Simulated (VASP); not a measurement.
```
CELL_PARAMETERS angstrom
      1.21215    -2.09950     0.00000
      1.21215     2.09950     0.00000
      0.00000     0.00000     3.90891
ATOMIC_POSITIONS crystal
  Co 0.33333 0.66667 0.25000
  Co 0.66667 0.33333 0.75000
```
Starting moments (μB, in the order of the record's atoms Co Co): 1.5 1.5.

These are LDA (Ceperley-Alder, Perdew-Zunger), VASP's LDA PAW potentials (set 64) (plane waves; VASP) values and carry that method's errors. Settings: 500 eV cut-off, 17×17×9 Γ-centred mesh, first-order Methfessel-Paxton smearing of 0.10 eV, potentials Co.

Problem. The ions, cell shape and volume at an external pressure of 5.0 GPa are relaxed. Give the cell that the relaxation ends in.

Solution. 
```
CELL_PARAMETERS angstrom
      1.20580    -2.08850     0.00000
      1.20580     2.08850     0.00000
      0.00000     0.00000     3.88813
ATOMIC_POSITIONS crystal
  Co 0.33333 0.66667 0.25000
  Co 0.66667 0.33333 0.75000
```
Space group P6_3/mmc (194), at a tolerance of 0.03 Å. The cell ends with 2.93 μB, on the sites 1.46 1.46 μB.

Problem. How do energy and volume change from the first to the last step?

Solution. The energy (σ→0) changes by +2.4 meV/atom and the volume by -1.6 %, in 3 ionic steps.

The compound is Co in the hcp structure. This run relaxes it under an external pressure of 5 GPa. Symmetry was kept, so distortions that lower it aren't found.
